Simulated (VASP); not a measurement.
Here is the system:

```
CELL_PARAMETERS angstrom
      0.00000     2.82466     2.82466
      2.82466     0.00000     2.82466
      2.82466     2.82466     0.00000
ATOMIC_POSITIONS crystal
  Mg 0.00000 0.00000 0.00000
  S  0.25000 0.25000 0.25000
```

All values below come from PBEsol GGA, VASP's PBE PAW potentials (set 64) (plane waves; VASP). Numerical set-up: 400 eV cut-off, 9×9×9 Γ-centred mesh, tetrahedra with Blöchl corrections, potentials Mg S.

What does the run give for the energy per atom (σ→0), band gap (on the k-mesh) with the smallest direct gap where there is one?

band gap (on the k-mesh): 3.33 eV
smallest direct gap (on the k-mesh): 3.33 eV
energy per atom (σ→0): -4.459 eV/atom

The structure was generated: MgS was put into the zinc blende type (F-43m), which need not be its known phase. It was relaxed first.
